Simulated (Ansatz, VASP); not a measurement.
One calculation of Mg3CdS2, two programs

```xyz
6
Lattice="3.3778 0.0000 0.0000 0.0000 3.3778 0.0000 0.0000 0.0000 10.2269" Properties=species:S:1:pos:R:3 pbc="T T T"
Mg    0.0000    0.0000    8.5811
Mg    0.0000    0.0000    1.6458
Mg    0.0000    0.0000    5.1134
Cd    1.6889    1.6889    0.0000
S     1.6889    1.6889    3.3219
S     1.6889    1.6889    6.9049
```

Change from the starting cell: species swapped into the Li3Tl2Cd type (P4/mmm, No. 123).

Alike in both runs: task relaxation of cell and atoms; functional PBE; k mesh 5 × 5 × 2; occupations gaussian, width 0.2 eV; no spin polarisation.

|  | VASP | Ansatz |
| --- | --- | --- |
| version | VASP 6.6.1 | Ansatz 0.2.0 |
| potentials or method | VASP PAW PBE potentials, release 64 (Mg, Cd, S) | scalar-relativistic, plane waves, PAW |
| plane-wave cutoff (eV) | 600 | 420 |
| valence electrons in the cell | 30 | 62 |

```tsv
	VASP	Ansatz	Ansatz less VASP
gap on the k mesh at the Fermi level, each at its own relaxed structure (eV)	none	none	-
relaxed volume (Å³/atom)	19.07	18.71	-0.365
relaxed cell length with the largest relative difference (Å)	10.424	10.025	-0.3983
energy change over the relaxation (meV/atom)	-97	-92	+4.5
```

A gap of «none» marks a metal or a gap that the smearing closes. The two sets of potentials don't hold the same shells in valence.

Caveats: the k mesh is coarse (spacing up to 0.37 Å⁻¹), so the values aren't converged.
